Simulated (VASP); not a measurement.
Consider the following.

```xyz
4
Lattice="1.6588 -5.0775 0.0000 1.6588 5.0775 0.0000 0.0000 0.0000 4.1678" Properties=species:S:1:pos:R:3 pbc="T T T"
P      1.6588     3.9956     3.8663
P      1.6588     1.0819     1.7824
P      1.6588    -1.0819     2.3855
P      1.6588    -3.9956     0.3015
```

All values below come from PBE GGA with D3 dispersion (Becke-Johnson damping), VASP's PBE PAW potentials (set 64) (plane waves; VASP). Settings: 520 eV cut-off, 9×9×7 Γ-centred mesh, first-order Methfessel-Paxton smearing of 0.10 eV, potentials P.

Problem. Estimate the energy per atom (σ→0), band gap (on the k-mesh) with the smallest direct gap where there is one.

Solution. 
The band gap (on the k-mesh) is none (metal, semimetal or under 0.01 eV) and the energy per atom (σ→0) is -5742 meV/atom.

Only differences to runs with the same potentials and settings are physical.

The compound is P in the black structure. It was relaxed first, which changed the volume by -8 %. The start is the result of an earlier pass.
